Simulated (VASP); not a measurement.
```yaml
crystal:
  lattice:
    - [2.28660, -3.93165, 0.00000]
    - [2.28660, 3.93165, 0.00000]
    - [0.00000, 0.00000, 4.68625]
  atoms:
    - { symbol: Ga, position: [0.15598, 0.84402, 0.91859] }
    - { symbol: Ga, position: [0.34402, 0.65598, 0.41859] }
    - { symbol: Ga, position: [0.65598, 0.34402, 0.58141] }
    - { symbol: Ga, position: [0.84402, 0.15598, 0.08141] }
```

The numbers are results of PBE GGA, VASP's PBE PAW potentials (set 64) (plane waves; VASP), not measurements. Numerical set-up: 480 eV cut-off, 8×8×6 Γ-centred mesh, first-order Methfessel-Paxton smearing of 0.10 eV, potentials Ga_d.

Give the stress tensor in GPa (positive for a compressed cell).

```
-1.50   0.00   0.00
 0.00  -1.51   0.00
 0.00   0.00  -1.70
```
The pressure is its mean diagonal, -1.57 GPa.

The compound is Ga in the alpha structure. This cell was strained or had an atom moved on purpose. Symmetry was kept, so distortions that lower it aren't found.
